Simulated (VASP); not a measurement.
Consider the following.

```
CELL_PARAMETERS angstrom
      0.00000     1.92000     1.92000
      1.92000     0.00000     1.92000
      1.92000     1.92000     0.00000
ATOMIC_POSITIONS crystal
  Ir 0.00000 0.00000 0.00000
```

Method: PBE GGA, VASP's PBE PAW potentials (set 64) (plane waves; VASP). Run with 400 eV cut-off, 12×12×12 Γ-centred mesh, first-order Methfessel-Paxton smearing of 0.10 eV, potentials Ir.

Unless said otherwise, spin-orbit coupling is left out, though it shifts the bands of the heavy elements here.

Q: Predict the energy per atom (σ→0), pressure, band gap (on the k-mesh) with the smallest direct gap where there is one.

A: 
- band gap (on the k-mesh) = none (metal, semimetal or under 0.01 eV)
- energy per atom (σ→0) = -854.6 kJ/mol of atoms
- pressure = 9.03 GPa

Only differences to runs with the same potentials and settings are physical.

The compound is Ir in the fcc structure. The cell was not relaxed at this level.
